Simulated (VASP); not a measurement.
# MgSc2Se4: structure and properties in VASP, part 8 of 8

What structure does MgSc2Se4 take at this level, and what are its properties? The start is a computed cell from the Materials Project.

VASP 6.6.1; PBEsol; plane waves and PAW (Mg, Sc_sv, Se).

So far. Step 14 (Volume scan with PBEsol, volume scale 1.04): The run ends at a pressure of -2.42 GPa, with forces up to 0.15 eV/Å.

## 15. Volume scan with PBEsol, volume scale 1.06

A prediction first. A least-squares parabola for the 6 pressures of evenly scaled cells so far, P = -0.01 -66.9 t +142 t² GPa with t = ln(V/V₁) and V₁ the volume at scale 1, gives -3.43 GPa at t = +0.0583.

File INCAR:

```
SYSTEM = MgSc2Se4
PREC = Accurate
ENCUT = 400
EDIFF = 1E-06
NELM = 100
ISMEAR = 0
SIGMA = 0.05
LREAL = .FALSE.
ALGO = Normal
GGA = PS
NBANDS = 62
LASPH = .TRUE.
LORBIT = 11
LWAVE = .FALSE.
LCHARG = .FALSE.
KPAR = 8
ISIF = 2
```

File POSCAR:

```
MgSc2Se4
1.0
    0.0000000000      5.6568080374      5.6568080374
    5.6568080374      0.0000000000      5.6568080374
    5.6568080374      5.6568080374      0.0000000000
Mg Sc Se
2 4 8
Direct
    0.2500000000      0.2500000000      0.2500000000
    0.0000000000      0.0000000000      0.0000000000
    0.1250000000      0.6250000000      0.6250000000
    0.6250000000      0.1250000000      0.6250000000
    0.6250000000      0.6250000000      0.1250000000
    0.6250000000      0.6250000000      0.6250000000
    0.8515504643      0.3828165152      0.3828165152
    0.3828165152      0.8515504643      0.3828165152
    0.3828165152      0.3828165152      0.8515504643
    0.3828165152      0.3828165152      0.3828165152
    0.3984495357      0.8671834848      0.8671834848
    0.8671834848      0.3984495357      0.8671834848
    0.8671834848      0.8671834848      0.3984495357
    0.8671834848      0.8671834848      0.8671834848
```

File KPOINTS:

```
Automatic mesh
0
Gamma
4 4 4
0 0 0
```

PAW data sets: Mg, Sc_sv and Se (PBE family, release 64).

Started as:

```sh
$ mpirun -np 8 vasp_std
```

The program printed:

```text
[... set-up lines as in an earlier step ...]
 entering main loop
       N       E                     dE             d eps       ncg     rms          rms(c)
DAV:   1     0.120598531277E+04    0.12060E+04   -0.34406E+04  1096   0.113E+03
DAV:   2     0.102144706734E+03   -0.11038E+04   -0.10766E+04  1200   0.468E+02
DAV:   3    -0.798017967906E+02   -0.18195E+03   -0.17211E+03  1672   0.176E+02
DAV:   4    -0.919831487115E+02   -0.12181E+02   -0.12099E+02  1600   0.541E+01
[...]
DAV:  16    -0.824246557709E+02   -0.72436E-06   -0.17679E-05  1328   0.163E-02    0.241E-02
DAV:  17    -0.824246544797E+02    0.12912E-05   -0.35779E-06  1048   0.811E-03    0.643E-03
DAV:  18    -0.824246545926E+02   -0.11281E-06   -0.43972E-07   698   0.495E-03
   1 F= -.82424655E+02 E0= -.82424655E+02  d E =-.141967E-13
```

Run time: 83 s. Hardware: 8 MPI ranks of AMD EPYC 7R43, shared host; peak memory 3.2 GiB; 11 min of CPU time.

From OUTCAR (step 15):

```text
  Total       -7.7942592     -7.7942592     -7.7942592      0.0000000      0.0000000      0.0000000
  in kB      -34.4938053    -34.4938053    -34.4938053      0.0000000      0.0000000      0.0000000
  external PRESSURE =     -34.4938053 kB  Pullay stress =       0.0000000 kB

 POSITION                                       TOTAL-FORCE (eV/Angst)
 -----------------------------------------------------------------------------------
      2.82840      2.82840      2.82840         0.000000      0.000000      0.000000
      0.00000      0.00000      0.00000         0.000000      0.000000      0.000000
      7.07101      4.24261      4.24261         0.000000      0.000000      0.000000
      4.24261      7.07101      4.24261         0.000000      0.000000      0.000000
      4.24261      4.24261      7.07101         0.000000      0.000000      0.000000
      7.07101      7.07101      7.07101         0.000000      0.000000      0.000000
      4.33104      6.98258      6.98258         0.121018     -0.121018     -0.121018
      6.98258      4.33104      6.98258        -0.121018      0.121018     -0.121018
      6.98258      6.98258      4.33104        -0.121018     -0.121018      0.121018
      4.33104      4.33104      4.33104         0.121018      0.121018      0.121018
      9.81098      7.15944      7.15944        -0.121018      0.121018      0.121018
      7.15944      9.81098      7.15944         0.121018     -0.121018      0.121018
      7.15944      7.15944      9.81098         0.121018      0.121018     -0.121018
      9.81098      9.81098      9.81098        -0.121018     -0.121018     -0.121018
 -----------------------------------------------------------------------------------
    total drift:                               -0.000000     -0.000000      0.000000

  FREE ENERGIE OF THE ION-ELECTRON SYSTEM (eV)
  ---------------------------------------------------
  free  energy   TOTEN  =       -82.4246545926 eV

  energy  without entropy=      -82.4246545926  energy(sigma->0) =      -82.42465459

[... 1 part as in an earlier step ...]

[... 2 further parts left out ...]
[key lines of the parts left out:]
E-fermi :   2.2550
```

The pressure falls from -2.42 to -3.45 GPa. The parabola predicted -3.43 GPa, +0.02 GPa off.

## 16. The series together

Times are for 8 MPI ranks of AMD EPYC 7R43, shared host. The runs compared:

| no. | volume scale | energy above the lowest point (meV/atom) | pressure (GPa) | gap on the k-mesh (eV) | time | memory (GiB) |
| --- | --- | --- | --- | --- | --- | --- |
| 1 | 0.94 | 20.82 | 4.671 | 0.9156 | 38 s | 3.0 |
| 2 | 0.96 | 9.06 | 2.953 | 0.9444 | 43 s | 3.0 |
| 3 | 0.98 | 2.28 | 1.390 | 0.9704 | 47 s | 3.4 |
| 4 | 1 | 0 | -0.007924 | 0.9929 | 50 s | 3.2 |
| 5 | 1.02 | 1.78 | -1.283 | 1.013 | 50 s | 3.2 |
| 6 | 1.04 | 7.27 | -2.422 | 1.031 | 70 s | 3.2 |
| 7 | 1.06 | 16.03 | -3.449 | 1.045 | 83 s | 3.2 |

## 17. Fit for PBEsol

This step: Birch-Murnaghan fit, PBEsol; plane waves and PAW (VASP 6.6.1).

No new run; the numbers come from the runs before.

Numbers from this step:

```
pressure derivative of the bulk modulus : 4.084
r.m.s. error of the fit                 : 5.78e-6 eV/atom
minimum inside the sampled range        : yes
bulk modulus                            : 66.46 GPa
equilibrium volume of the fit           : 24.42 Å³/atom
```

Table of energy above the fitted minimum by volume:

| volume (Å³/atom) | energy above the fitted minimum (eV/atom) |
| --- | --- |
| 22.93 | 0.0208 |
| 23.42 | 0.00906 |
| 23.91 | 0.00228 |
| 24.40 | 6.3e-7 |
| 24.88 | 0.00178 |
| 25.37 | 0.00727 |
| 25.86 | 0.0160 |

The fit over cells of fixed shape and fractional positions puts the volume +0.09 % from the relaxed one. The atoms bear forces along the scan, since they were held; freeing them would lower the modulus.

## 18. Results

```json
{"relaxed volume": "24.40 Å³/atom", "relaxed conventional cell a, b, c": "11.096, 11.096, 11.096 Å", "space group after relaxing, within 0.02 Å": "Fd-3m (No. 227)", "band gap": "0.993 eV, direct", "gap among the points of the DOS mesh alone, an upper bound": "0.994 eV", "largest field gradient Vzz": "37.95 V/Å² on Se7", "strongest peak of ε2, mean over directions": "4.43 eV", "ε1 at zero frequency, no local fields, mean": "8.65", "bulk modulus from the fit": "66.5 GPa", "volume from the fit": "24.4 Å³/atom"}
```

What this shows: With PBEsol, MgSc2Se4 relaxes to 24.40 Å³/atom in space group Fd-3m (held by the symmetry of the run), has a direct gap of 0.993 eV and has a bulk modulus of 66.5 GPa at fixed shape and positions, an upper bound. Bands along the symmetry lines (PBEsol): The path shows a direct gap of 0.99 eV (valence top at Γ, conduction bottom at Γ). Semilocal functionals usually underestimate gaps. Spin-orbit coupling is left out; it would split some degenerate bands. No search among competing phases was made, and a listed structure need not be the one stable at ambient conditions. All values are for a static lattice at zero temperature.

[Lines on the potential files, build, host, timing and source positions are cut from VASP's logs without a mark.]

[Logs are printed without paths, hosts, clocks, repeated set-up lines and the standing remarks that a program may print on its own settings, such as how far it seeks lower states.]

[Hosts, paths, dates, database ids (printed as entryN), source tags and the programs' standing remarks are cut or masked in the printed files.]

[A measured line is paired with the nearest computed mode of its activity, which favours agreement.]

[In band tables of VASP the shares of atoms and orbitals are scaled to a sum of 1 inside the atoms' spheres.]
